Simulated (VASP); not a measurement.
```
CELL_PARAMETERS angstrom
      0.00000     3.30480     3.30480
      3.30480     0.00000     3.30480
      3.30480     3.30480     0.00000
ATOMIC_POSITIONS crystal
  In 0.00000 0.00000 0.00000
  Sb 0.25000 0.25000 0.25000
```

Calculation: PBE GGA, VASP's PBE PAW potentials (set 64) (plane waves; VASP). Run with 400 eV cut-off, KSPACING 0.16 per Å, Gaussian smearing of 0.050 eV, potentials In_d Sb.

Gaps are read on the run's mesh, which can miss a band edge. Unless said otherwise, spin-orbit coupling is left out, though it shifts the bands of the heavy elements here.

Q: Estimate the energy per atom (σ→0), band gap (on the k-mesh) with the smallest direct gap where there is one.

A: 
```yaml
band gap (on the k-mesh): none (metal, semimetal or under 0.01 eV)
energy per atom (σ→0): -3.476 eV/atom
```

Total energies compare only between runs with the same potentials, cut-off and functional.

The compound is InSb in the zinc blende structure. The cell was not relaxed at this level. The run is one of a series of settings (KGAMMA = .FALSE., KSPACING = 0.16, KPOINTS file removed against the base run), some of them coarse on purpose.
